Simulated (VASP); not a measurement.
Shape and ions are relaxed at each volume.

Here is the system:

```yaml
crystal:
  lattice:
    - [1.76844, -3.06302, 0.00000]
    - [1.76844, 3.06302, 0.00000]
    - [0.00000, 0.00000, 5.54697]
  atoms:
    - { symbol: Dy, position: [0.33333, 0.66667, 0.25000] }
    - { symbol: Dy, position: [0.66667, 0.33333, 0.75000] }
```

Level of theory: vdW-DF-cx, VASP's PBE PAW potentials (set 64) (plane waves; VASP). Run with 520 eV cut-off, 12×12×7 Γ-centred mesh, first-order Methfessel-Paxton smearing of 0.10 eV, potentials Dy_3.

The 4f electrons are frozen in the core of the lanthanide potential, so 4f levels, which can set the real gap, and their magnetism are missing.

Question: Give the energy at these volumes per atom, relative to the lowest: 28.34, 29.25, 30.15, 31.06, 31.96 Å³.

Answer: 13.6, 2.9, 0.0, 4.4, 15.2 meV/atom. A third-order Birch-Murnaghan fit gives B0 = 42.7 GPa and B0′ = 2.0.

Measured: bulk modulus 40.5 GPa (computed value off by +5.4 %), as given by Wikipedia, Dysprosium (infobox). The calculation is for a static lattice, while the measured bulk modulus holds thermal and zero-point effects, which are part of the difference.

The compound is Dy in the hcp structure. It was relaxed first.
